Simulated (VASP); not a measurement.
Given:

```xyz
1
Lattice="-2.6400 2.6400 2.6400 2.6400 -2.6400 2.6400 2.6400 2.6400 -2.6400" Properties=species:S:1:pos:R:3 pbc="T T T"
K      0.0000     0.0000     0.0000
```

These are PBE GGA, VASP's PBE PAW potentials (set 64) (plane waves; VASP) values and carry that method's errors. Numerical set-up: 300 eV cut-off, 12×12×12 Γ-centred mesh, Fermi-Dirac smearing of 0.10 eV, potentials K_sv.

Problem. Give the energies of bands 5 to 7 at the high-symmetry points, in eV from the Fermi level.

Solution. 
```json
[
 {"band": "5", "Γ": "-2.15", "H": "1.67", "N": "0.45", "P": "1.47"},
 {"band": "6", "Γ": "4.29", "H": "1.67", "N": "0.69", "P": "1.47"},
 {"band": "7", "Γ": "4.29", "H": "3.48", "N": "3.17", "P": "1.47"}
]
```

It has no gap at this level: it comes out as a metal or semimetal.

The structure is a typed K crystal (Im-3m). The cell was not relaxed at this level.
